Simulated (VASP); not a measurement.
Data:

```
CoSi
1.0
    4.35288     0.00000     0.00000
    0.00000     4.35288     0.00000
    0.00000     0.00000     4.35288
Co Si
4 4
Direct
  0.85435   0.64565   0.35435
  0.35435   0.85435   0.64565
  0.14565   0.14565   0.14565
  0.64565   0.35435   0.85435
  0.15688   0.34312   0.65688
  0.65688   0.15688   0.34312
  0.84312   0.84312   0.84312
  0.34312   0.65688   0.15688
```

Calculation: LDA (Ceperley-Alder, Perdew-Zunger), VASP's LDA PAW potentials (set 64) (plane waves; VASP). Run with 500 eV cut-off, 7×7×7 Γ-centred mesh, first-order Methfessel-Paxton smearing of 0.10 eV, potentials Co Si.

**Question.** The ions, cell shape and volume at an external pressure of 5.0 GPa are relaxed. Give the cell that the relaxation ends in.

**Answer.** 
```
CoSi
1.0
    4.32528     0.00000     0.00000
    0.00000     4.32528     0.00000
    0.00000     0.00000     4.32528
Co Si
4 4
Direct
  0.85371   0.64629   0.35371
  0.35371   0.85371   0.64629
  0.14629   0.14629   0.14629
  0.64629   0.35371   0.85371
  0.15659   0.34341   0.65659
  0.65659   0.15659   0.34341
  0.84341   0.84341   0.84341
  0.34341   0.65659   0.15659
```
Space group P2_13 (198), at a tolerance of 0.03 Å.

**Question.** How do energy and volume change from the first to the last step?

**Answer.** The energy (σ→0) changes by +3.0 meV/atom and the volume by -1.9 %, in 6 ionic steps.

The compound is CoSi in the B20 structure. This run relaxes it under an external pressure of 5 GPa. Symmetry was kept, so distortions that lower it aren't found. The run is not spin-polarised, so no magnetic state was tried.
